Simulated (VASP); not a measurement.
Computed with PBE GGA, VASP's PBE PAW potentials (set 64) (plane waves; VASP).

A VASP calculation is set up with these files.

**INCAR**
```
LORBIT=11
ISMEAR=0   # Gaussian
GGA=PE   # PBE
ALGO=Normal
LASPH=.TRUE.
ISIF=2   # forces and stress, cell fixed
PREC=Accurate
EDIFF=1E-6
ENCUT=400   # plane-wave cut-off (eV)
LREAL=.FALSE.
SIGMA=0.1
SYSTEM=CuNi3C
NELM=100
LMAXMIX=4
LCHARG=.FALSE.
MAGMOM=2*0.0 3*2.0
LWAVE=.FALSE.
ISPIN=2   # spin-polarised
```

**POSCAR**
```
CuNi3C
1
    3.8473360000     0.0000000000     0.0000000000
    0.0000000000     3.8473360000     0.0000000000
    0.0000000000     0.0000000000     3.8473360000
Cu C Ni
1 1 3
Direct
 -0.0077770000  -0.0169540000  -0.0149270000
  0.5048670000   0.5012920000   0.5015400000
  0.0098270000   0.5192710000   0.5117450000
  0.4873990000   0.4938050000   0.0009220000
  0.5056830000   0.0025860000   0.5007210000
```

### KPOINTS
```
Automatic mesh
0
Gamma
5 5 5
0 0 0
```

POTCAR, in this order: Cu C Ni (PBE.64 set). Program: vasp_std.

The run wrote:

OUTCAR:
```
 ion  position               nearest neighbor table
   1  0.992  0.983  0.985-   3 2.55   5 2.64   4 2.68   3 2.70   4 2.71   5 2.72   5 2.73   4 2.74
                             3 2.75   4 2.76   5 2.80   3 2.89
   2  0.505  0.501  0.502-   3 1.91   5 1.92   4 1.92   4 1.93   5 1.93   3 1.94
   3  0.010  0.519  0.512-   2 1.91   2 1.94   1 2.55   4 2.63   5 2.66   5 2.69   4 2.69   1 2.70
                             1 2.75   4 2.76   5 2.76   5 2.78   4 2.81   1 2.89
   4  0.487  0.494  0.001-   2 1.92   2 1.93   3 2.63   1 2.68   3 2.69   5 2.70   5 2.70   1 2.71
                             1 2.74   5 2.74   5 2.75   3 2.76   1 2.76   3 2.81
   5  0.506  0.003  0.501-   2 1.92   2 1.93   1 2.64   3 2.66   3 2.69   4 2.70   4 2.70   1 2.72
                             1 2.73   4 2.74   4 2.75   3 2.76   3 2.78   1 2.80
  LATTYP: Found a simple cubic cell.
 ALAT       =     3.8473360000
 Subroutine PRICEL returns:
 Original cell was already a primitive cell.
 Subroutine GETGRP returns: Found  1 space group operations
The static configuration has the point symmetry C_1 .
The dynamic configuration has the point symmetry C_1 .
The overall configuration has the point symmetry C_1 .
 Subroutine INISYM returns: Found  1 space group operations
 Subroutine IBZKPT returns following result:
 Found     63 irreducible k-points:

 Following reciprocal coordinates:
            Coordinates               Weight
  0.000000  0.000000  0.000000      1.000000
  0.200000  0.000000  0.000000      2.000000
  0.000000  0.200000  0.000000      2.000000
  0.000000  0.000000  0.200000      2.000000
  0.400000  0.000000  0.000000      2.000000
  0.000000  0.400000  0.000000      2.000000
  0.000000  0.000000  0.400000      2.000000
  0.200000  0.200000  0.000000      2.000000
  0.000000  0.200000  0.200000      2.000000
  0.200000  0.000000  0.200000      2.000000
 -0.200000  0.200000  0.000000      2.000000
 -0.200000  0.000000  0.200000      2.000000
  0.000000 -0.200000  0.200000      2.000000
  0.400000  0.200000  0.000000      2.000000
  0.000000  0.400000  0.200000      2.000000
  0.200000  0.000000  0.400000      2.000000
 -0.200000  0.400000  0.000000      2.000000
 -0.400000  0.000000  0.200000      2.000000
  0.000000  0.200000  0.400000      2.000000
  0.000000 -0.400000  0.200000      2.000000
 -0.200000  0.000000  0.400000      2.000000
  0.400000  0.000000  0.200000      2.000000
  0.000000 -0.200000  0.400000      2.000000
  0.400000 -0.200000  0.000000      2.000000
  0.200000  0.400000  0.000000      2.000000
  0.400000  0.400000  0.000000      2.000000
  0.000000  0.400000  0.400000      2.000000
  0.400000  0.000000  0.400000      2.000000
 -0.400000  0.400000  0.000000      2.000000
 -0.400000  0.000000  0.400000      2.000000
  0.000000 -0.400000  0.400000      2.000000
  0.200000  0.200000  0.200000      2.000000
 -0.200000  0.200000  0.200000      2.000000
 -0.200000 -0.200000  0.200000      2.000000
  0.200000 -0.200000  0.200000      2.000000
  0.400000  0.200000  0.200000      2.000000
  0.200000  0.400000  0.200000      2.000000
  0.200000  0.200000  0.400000      2.000000
 -0.200000  0.400000  0.200000      2.000000
 -0.400000  0.200000  0.200000      2.000000
   k-points           NKPTS =     63   k-points in BZ     NKDIM =     63   number of bands    NBANDS=     30
   number of dos      NEDOS =    301   number of ions     NIONS =      5
   total plane-waves  NPLWV =  21952
   dimension x,y,z NGX =    28 NGY =   28 NGZ =   28
   dimension x,y,z NGXF=    56 NGYF=   56 NGZF=   56
   ions per type =               1   1   3
   PREC   = accura    normal or accurate (medium, high low for compatibility)
   ISTART =      0    job   : 0-new  1-cont  2-samecut
   ICHARG =      2    charge: 1-file 2-atom 10-const
   ISPIN  =      2    spin polarized calculation?
   LNONCOLLINEAR =      F non collinear calculations
...
```

### OSZICAR
```
       N       E                     dE             d eps       ncg     rms          rms(c)
DAV:   1     0.293878837755E+03    0.29388E+03   -0.17228E+04  7600   0.179E+03
DAV:   2    -0.774624417917E+01   -0.30163E+03   -0.28756E+03  7572   0.356E+02
DAV:   3    -0.337950707737E+02   -0.26049E+02   -0.24482E+02  9198   0.129E+02
DAV:   4    -0.348529509674E+02   -0.10579E+01   -0.10499E+01  8422   0.263E+01
DAV:   5    -0.348947283387E+02   -0.41777E-01   -0.41761E-01  9866   0.559E+00    0.262E+01
DAV:   6    -0.344222075802E+02    0.47252E+00   -0.63673E+01  9554   0.131E+02    0.260E+01
DAV:   7    -0.289807162258E+02    0.54415E+01   -0.24309E+01 10370   0.109E+02    0.631E+00
DAV:   8    -0.287866051007E+02    0.19411E+00   -0.31186E+00 11004   0.627E+01    0.423E+00
DAV:   9    -0.288629546880E+02   -0.76350E-01   -0.18520E+00 12368   0.373E+01    0.586E+00
DAV:  10    -0.286939599723E+02    0.16899E+00   -0.66597E-01 10484   0.212E+01    0.170E+00
DAV:  11    -0.286779955282E+02    0.15964E-01   -0.11812E-01 11036   0.107E+01    0.945E-01
DAV:  12    -0.286785152801E+02   -0.51975E-03   -0.45559E-02 10714   0.434E+00    0.800E-01
DAV:  13    -0.286760810806E+02    0.24342E-02   -0.10645E-02 10042   0.230E+00    0.219E-01
DAV:  14    -0.286762246321E+02   -0.14355E-03   -0.17890E-03 11680   0.110E+00    0.113E-01
DAV:  15    -0.286763344812E+02   -0.10985E-03   -0.29933E-04 12020   0.255E-01    0.640E-02
DAV:  16    -0.286763420131E+02   -0.75319E-05   -0.13197E-04 11762   0.359E-01    0.202E-02
DAV:  17    -0.286763472037E+02   -0.51906E-05   -0.30892E-05 10066   0.560E-02    0.581E-03
DAV:  18    -0.286763469780E+02    0.22572E-06   -0.10185E-06  4742   0.258E-02
   1 F= -.28676347E+02 E0= -.28664078E+02  d E =-.245382E-01  mag=     0.5767
```

File OUTCAR:
```
------------------------ aborting loop because EDIFF is reached ----------------------------------------
  FORCE on cell =-STRESS in cart. coord.  units (eV):
  Direction    XX          YY          ZZ          XY          YZ          ZX
  --------------------------------------------------------------------------------------
  Total       -4.6382039     -4.6251070     -4.5138105     -0.0596457      0.1497433      0.0570783
  in kB     -130.4908517   -130.1223855   -126.9911786     -1.6780685      4.2128651      1.6058361
  external PRESSURE =    -129.2014719 kB  Pullay stress =       0.0000000 kB
  volume of cell :       56.95
      direct lattice vectors                 reciprocal lattice vectors
     3.847336000  0.000000000  0.000000000     0.259920111  0.000000000  0.000000000
     0.000000000  3.847336000  0.000000000     0.000000000  0.259920111  0.000000000
     0.000000000  0.000000000  3.847336000     0.000000000  0.000000000  0.259920111
 POSITION                                       TOTAL-FORCE (eV/Angst)
 -----------------------------------------------------------------------------------
      3.81742      3.78211      3.78991         0.059571      0.286231      0.269220
      1.94239      1.92864      1.92959         0.179021     -0.022816     -0.080794
      0.03781      1.99781      1.96885        -0.360929     -0.338378     -0.244878
      1.87519      1.89983      0.00355         0.196206      0.045545      0.114618
      1.94553      0.00995      1.92644        -0.073869      0.029418     -0.058167
 -----------------------------------------------------------------------------------
    total drift:                               -0.001508     -0.000574      0.000360
  FREE ENERGIE OF THE ION-ELECTRON SYSTEM (eV)
  ---------------------------------------------------
  free  energy   TOTEN  =       -28.6763469780 eV

  energy  without entropy=      -28.6518087831  energy(sigma->0) =      -28.66407788

 total charge

# of ion       s       p       d       tot
------------------------------------------
    1        0.374   0.267   9.219   9.859
    2        0.888   1.492   0.000   2.380
    3        0.433   0.516   8.380   9.329
    4        0.430   0.513   8.379   9.321
    5        0.430   0.515   8.378   9.323
--------------------------------------------------
tot          2.554   3.304  34.355  40.213

 magnetization (x)

# of ion       s       p       d       tot
------------------------------------------
    1       -0.003   0.003  -0.007  -0.006
    2        0.002   0.029   0.000   0.031
    3        0.007   0.005   0.169   0.182
    4        0.008   0.005   0.170   0.183
    5        0.008   0.006   0.154   0.168
--------------------------------------------------
tot          0.022   0.049   0.487   0.558
```
(Selected blocks of OUTCAR.)

At this cut-off the stress carries a Pulay error, which pulls relaxed volumes low.

The structure was generated: CuNi3C was put into an ordered model structure, which need not be its known phase. The cell was not relaxed at this level, atoms are displaced from their ideal sites. The k-mesh is coarse (spacing up to 0.33 per Å, 2π included), so the numbers may not be converged in it.
